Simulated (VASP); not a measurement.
Given:

Space group Fm-3m (No. 225); a = 5.457 Å, b = 5.457 Å, c = 5.457 Å, α = 90.00°, β = 90.00°, γ = 90.00°

```
atom  site  symmetry       x       y       z
----  ----  --------  ------  ------  ------
Cd      4a      m-3m  0.0000  0.0000  0.0000
F       8c      -43m  0.2500  0.2500  0.2500
```
(The calculation used a cell of 3 atoms; values per cell refer to that cell.)

Level of theory: TPSS meta-GGA, VASP's PBE PAW potentials (set 64) (plane waves; VASP 6.6.1). Numerical set-up: 520 eV cut-off, 7×7×7 Γ-centred mesh, Gaussian smearing of 0.050 eV, potentials Cd F.

Task: Give the energy at these volumes per atom, relative to the lowest: 12.59, 13.00, 13.40, 13.80, 14.20 Å³.

Result: 23.2, 6.8, 0.0, 0.8, 8.4 meV/atom. A third-order Birch-Murnaghan fit gives B0 = 99.0 GPa and B0′ = 4.7.

The compound is CdF2 in the fluorite structure. It was relaxed first.
